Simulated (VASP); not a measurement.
Data:

```yaml
crystal:
  lattice:
    - [2.73952, 0.00000, 0.00000]
    - [-1.36976, 2.37250, 0.00000]
    - [0.00000, 0.00000, 4.91556]
  atoms:
    - { symbol: Mo, position: [0.33333, 0.66667, 0.25000] }
    - { symbol: Mo, position: [0.66667, 0.33333, 0.75000] }
```

Calculation: r2SCAN meta-GGA, VASP's PBE PAW potentials (set 64) (plane waves; VASP 6.6.1). Numerical set-up: 400 eV cut-off, 17×17×8 Γ-centred mesh, tetrahedra with Blöchl corrections, potentials Mo_sv.

**Question.** Predict the energy per atom (σ→0), band gap (over mesh and band path) with the smallest direct gap where there is one.

**Answer.** 
band gap (over mesh and band path): none (metal, semimetal or under 0.01 eV)
energy per atom (σ→0): -25.584 eV/atom

Total energies compare only between runs with the same potentials, cut-off and functional.

The structure was generated: Mo was put into the hcp type (P6_3/mmc), which need not be its known phase. It was relaxed first.
